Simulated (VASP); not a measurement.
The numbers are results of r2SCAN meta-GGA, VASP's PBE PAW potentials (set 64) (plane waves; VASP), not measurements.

A VASP calculation is set up with these files.

**INCAR**
```
SYSTEM = NbTe
PREC = Accurate
ENCUT = 400
EDIFF = 1E-6
NELM = 100
ALGO = Normal
LREAL = .FALSE.
LASPH = .TRUE.
ISMEAR = 1
SIGMA = 0.1
METAGGA = R2SCAN
LMIXTAU = .TRUE.
LMAXMIX = 4
LWAVE = .FALSE.
LCHARG = .FALSE.
IBRION = 2
ISIF = 3
NSW = 60
EDIFFG = -0.01
```

File POSCAR:
```
NbTe
1
    0.0000000000     3.4871960000     3.4871960000
    3.4871960000     0.0000000000     3.4871960000
    3.4871960000     3.4871960000     0.0000000000
Nb Te
1 1
Direct
  0.0000000000   0.0000000000   0.0000000000
  0.2500000000   0.2500000000   0.2500000000
```

File KPOINTS:
```
Automatic mesh
0
Gamma
8 8 8
0 0 0
```

POTCAR, in this order: Nb_sv Te (PBE.64 set). Program: vasp_std.

Question: What will the output report for the number of irreducible k-points (NKPTS), number of bands (NBANDS), largest plane-wave count, number of space-group operations, FFT grid (NGX, NGY, NGZ)?

Answer: 
```json
{
 "number of irreducible k-points (NKPTS)": "29",
 "number of bands (NBANDS)": "13",
 "largest_plane_wave_count": "1572",
 "number_of_space_group_operations": "24",
 "FFT grid (NGX, NGY, NGZ)": "32 × 32 × 32"
}
```

The structure was generated: NbTe was put into the zinc blende type (F-43m), which need not be its known phase. This run relaxes it. Symmetry was kept, so distortions that lower it aren't found. The electron count is odd and the run is not spin-polarised, which forces a metal.
